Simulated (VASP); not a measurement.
A run of VASP 6.6.1:

Contents of INCAR:

```
SYSTEM = C
  ALGO = Fast
  EDIFF = 1E-7
  ENCUT = 520
  GGA = PE
  ISIF = 2
  ISMEAR = 0
  IVDW = 12
  LASPH = .TRUE.
  LCHARG = .FALSE.
  LREAL = .FALSE.
  LWAVE = .FALSE.
  NELM = 80
  PREC = Accurate
  SIGMA = 0.02
```

Contents of KPOINTS:

```
k-points
0
G
  6 6 2
  0 0 0
```

The input POSCAR:

```
C
1.0
    2.4560000000      0.0000000000      0.0000000000
   -1.2280000000      2.1269583900      0.0000000000
    0.0000000000      0.0000000000      6.6960000000
C
4
Direct
    0.0000000000      0.0000000000      0.7500000000
    0.0000000000      0.0000000000      0.2500000000
    0.3333333300      0.6666666700      0.7500000000
    0.6666666700      0.3333333300      0.2500000000
```

Potentials or basis: VASP PAW PBE potentials, release 64 (C).

Command:

```console
$ cat potpaw_PBE.64/C/POTCAR > POTCAR
$ mpirun -np 1 vasp_std > vasp.out
```

Hardware: 1 thread of Intel(R) Xeon(R) 6975P-C (Granite Rapids) (shared host).

Q: Estimate the wall time of this run.

A: Run time: 5.1 s on 1 thread of Intel(R) Xeon(R) 6975P-C (Granite Rapids) (shared host), peak memory 0.14 GiB. Counts: scf iterations 21, k points 14.
